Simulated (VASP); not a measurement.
These are PBE GGA, VASP's PBE PAW potentials (set 64) (plane waves; VASP) values and carry that method's errors.

Input for VASP

### POSCAR
```
TiCo
1
    2.9900000000     0.0000000000     0.0000000000
    0.0000000000     2.9900000000     0.0000000000
    0.0000000000     0.0000000000     2.9900000000
Ti Co
1 1
Direct
  0.0000000000   0.0000000000   0.0000000000
  0.5000000000   0.5000000000   0.5000000000
```

### KPOINTS
```
K-points
0
Gamma
 11 11 11
```

INCAR:
```
! general
SYSTEM  = TiCo
PREC    = Accurate
ENCUT   = 520   ! plane-wave cut-off (eV)
LREAL   = .False.   ! projection in real space or not
LASPH   = .True.   ! aspherical one-centre terms

! electronic loop
EDIFF   = 1E-6   ! SCF stop (eV)
NELM    = 100
ALGO    = Normal   ! blocked Davidson
LMAXMIX = 4   ! l cut-off of mixed one-centre charges

! smearing
ISMEAR  = 1   ! Methfessel-Paxton
SIGMA   = 0.1   ! width (eV)

! functional
GGA     = PE

! ions
IBRION  = 2
NSW     = 60
ISIF    = 3
EDIFFG  = -0.01

! output
LWAVE   = .False.
LCHARG  = .False.
```

POTCAR, in this order: Ti_sv Co (PBE.64 set). Program: vasp_std.

Output of the run:

**OSZICAR**
```
       N       E                     dE             d eps       ncg     rms          rms(c)
DAV:   1     0.153059005904E+03    0.15306E+03   -0.10450E+04  1568   0.187E+03
DAV:   2    -0.807681422544E+01   -0.16114E+03   -0.15841E+03  1580   0.410E+02
DAV:   3    -0.177083947523E+02   -0.96316E+01   -0.95611E+01  2548   0.110E+02
DAV:   4    -0.179818163895E+02   -0.27342E+00   -0.27227E+00  1868   0.151E+01
DAV:   5    -0.179924338192E+02   -0.10617E-01   -0.10617E-01  2316   0.275E+00    0.129E+01
DAV:   6    -0.159702905216E+02    0.20221E+01   -0.13156E+01  1994   0.550E+01    0.592E+00
DAV:   7    -0.189193658976E+02   -0.29491E+01   -0.30002E+01  2616   0.506E+01    0.251E+01
DAV:   8    -0.156126588496E+02    0.33067E+01   -0.19634E+01  2386   0.415E+01    0.168E+00
DAV:   9    -0.156506973758E+02   -0.38039E-01   -0.31068E-01  2004   0.536E+00    0.191E+00
DAV:  10    -0.156355459975E+02    0.15151E-01   -0.84981E-02  2322   0.364E+00    0.566E-01
DAV:  11    -0.156333942695E+02    0.21517E-02   -0.62868E-03  2050   0.892E-01    0.359E-01
DAV:  12    -0.156324033354E+02    0.99093E-03   -0.35563E-03  2198   0.536E-01    0.860E-02
DAV:  13    -0.156323261536E+02    0.77182E-04   -0.27639E-04  1974   0.159E-01    0.413E-02
DAV:  14    -0.156323171421E+02    0.90115E-05   -0.66969E-05  2500   0.743E-02    0.798E-03
DAV:  15    -0.156323166102E+02    0.53192E-06   -0.71382E-06  1830   0.348E-02
   1 F= -.15632317E+02 E0= -.15632377E+02  d E =-.156323E+02
       N       E                     dE             d eps       ncg     rms          rms(c)
DAV:   1    -0.161838609145E+02   -0.55154E+00   -0.11672E+01  1664   0.529E+01    0.684E+00
DAV:   2    -0.172873737985E+02   -0.11035E+01   -0.15028E+01  2066   0.504E+01    0.124E+01
DAV:   3    -0.156532045839E+02    0.16342E+01   -0.87375E+00  2292   0.380E+01    0.239E+00
DAV:   4    -0.156194905801E+02    0.33714E-01   -0.29057E-01  2176   0.500E+00    0.518E-01
DAV:   5    -0.156256368065E+02   -0.61462E-02   -0.24494E-02  2032   0.134E+00    0.599E-01
DAV:   6    -0.156293040939E+02   -0.36673E-02   -0.12485E-02  2444   0.928E-01    0.210E-01
DAV:   7    -0.156310626400E+02   -0.17585E-02   -0.36398E-03  1772   0.451E-01    0.505E-02
DAV:   8    -0.156311195211E+02   -0.56881E-04   -0.87394E-04  2080   0.195E-01    0.486E-02
DAV:   9    -0.156311414116E+02   -0.21890E-04   -0.62404E-05  1712   0.755E-02    0.136E-02
DAV:  10    -0.156311439582E+02   -0.25466E-05   -0.14767E-05  1748   0.363E-02    0.115E-02
DAV:  11    -0.156311436957E+02    0.26258E-06   -0.36974E-06  1548   0.140E-02
   2 F= -.15631144E+02 E0= -.15631297E+02  d E =0.117291E-02
       N       E                     dE             d eps       ncg     rms          rms(c)
DAV:   1    -0.157871322268E+02   -0.15599E+00   -0.31705E+00  1670   0.285E+01    0.349E+00
DAV:   2    -0.162058143954E+02   -0.41868E+00   -0.48870E+00  2230   0.258E+01    0.963E+00
DAV:   3    -0.156415506494E+02    0.56426E+00   -0.38849E+00  2338   0.208E+01    0.102E+00
DAV:   4    -0.156388120225E+02    0.27386E-02   -0.51153E-02  1688   0.195E+00    0.712E-01
DAV:   5    -0.156375235409E+02    0.12885E-02   -0.16853E-02  2318   0.101E+00    0.326E-01
DAV:   6    -0.156380457297E+02   -0.52219E-03   -0.73297E-04  1898   0.309E-01    0.315E-01
DAV:   7    -0.156383475634E+02   -0.30183E-03   -0.35353E-03  2264   0.518E-01    0.471E-02
DAV:   8    -0.156383444964E+02    0.30670E-05   -0.33549E-04  2098   0.167E-01    0.283E-02
DAV:   9    -0.156383468802E+02   -0.23838E-05   -0.39462E-05  2046   0.688E-02    0.156E-02
DAV:  10    -0.156383467923E+02    0.87966E-07   -0.41883E-06  1288   0.224E-02
   3 F= -.15638347E+02 E0= -.15638445E+02  d E =-.603018E-02
```

### OUTCAR
```
------------------------ aborting loop because EDIFF is reached ----------------------------------------
  FORCE on cell =-STRESS in cart. coord.  units (eV):
  Direction    XX          YY          ZZ          XY          YZ          ZX
  --------------------------------------------------------------------------------------
  Total        0.0040784      0.0040784      0.0040784      0.0000000     -0.0000000     -0.0000000
  in kB        0.2495095      0.2495095      0.2495095      0.0000000     -0.0000000     -0.0000000
  external PRESSURE =       0.2495095 kB  Pullay stress =       0.0000000 kB
  volume of cell :       26.19
      direct lattice vectors                 reciprocal lattice vectors
     2.969640255 -0.000000000  0.000000000     0.336741125  0.000000000 -0.000000000
    -0.000000000  2.969640255 -0.000000000     0.000000000  0.336741125  0.000000000
     0.000000000 -0.000000000  2.969640255    -0.000000000  0.000000000  0.336741125
 POSITION                                       TOTAL-FORCE (eV/Angst)
 -----------------------------------------------------------------------------------
      0.00000      0.00000      0.00000         0.000000      0.000000      0.000000
      1.48482      1.48482      1.48482        -0.000000     -0.000000      0.000000
 -----------------------------------------------------------------------------------
    total drift:                                0.000000      0.000000     -0.000000
  FREE ENERGIE OF THE ION-ELECTRON SYSTEM (eV)
  ---------------------------------------------------
  free  energy   TOTEN  =       -15.6383467923 eV

  energy  without entropy=      -15.6386421636  energy(sigma->0) =      -15.63844525

 reached required accuracy - stopping structural energy minimisation
```
(Selected blocks of OUTCAR.)

File CONTCAR:
```
TiCo
   1.00000000000000
     2.9696402554864738   -0.0000000000000000    0.0000000000000000
    -0.0000000000000000    2.9696402554864738   -0.0000000000000000
     0.0000000000000000   -0.0000000000000000    2.9696402554864738
  Ti              Co
     1     1
Direct
     0.0000000000000000    0.0000000000000000    0.0000000000000000
     0.5000000000000000    0.5000000000000000    0.5000000000000000
```

Energy and stress use the plane-wave basis of the starting cell.

The compound is TiCo in the CsCl type structure. This run relaxes it. Symmetry was kept, so distortions that lower it aren't found. The run is not spin-polarised, so no magnetic state was tried. The electron count is odd and the run is not spin-polarised, which forces a metal.
